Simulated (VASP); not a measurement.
Here is a VASP 6.6.1 calculation.

INCAR

```
PREC = Accurate
ENCUT = 520
EDIFF = 1E-7
ISMEAR = 0
SIGMA = 0.01
LREAL = F
LASPH = T
NELM = 100
ALGO = Normal
ISIF = 2
LWAVE = F
LCHARG = T
GGA = PE
LELF = T
LVHAR = T
LVACPOTAV = T
NBANDS = 16
```

File KPOINTS:

```
Automatic mesh
0
Gamma
  1 1 1
```

Contents of POSCAR:

```
MgH2SO
1.0
   13.0000000000      0.0000000000      0.0000000000
    0.0000000000     13.0000000000      0.0000000000
    0.0000000000      0.0000000000     11.0000000000
O Mg S H
1 1 1 2
Direct
    0.3923538500      0.4148538500      0.5551227300
    0.4704846200      0.5164230800      0.5044409100
    0.5688461500      0.6519692300      0.4416954500
    0.3577076900      0.3512615400      0.5644863600
    0.6442923100      0.6297846200      0.5211500000
```

Potentials or basis: VASP PAW PBE potentials, release 64 (O, Mg, S, H).

Launch:

```console
$ cat potpaw_PBE.64/O/POTCAR potpaw_PBE.64/Mg/POTCAR potpaw_PBE.64/S/POTCAR potpaw_PBE.64/H/POTCAR > POTCAR
$ mpirun -np 1 vasp_gam > vasp.out
```

(1) Predict the gap between the frontier levels.

(2) Estimate the largest force.

## Answers

(1) 3.96 eV.

(2) 0.630 eV/Å.
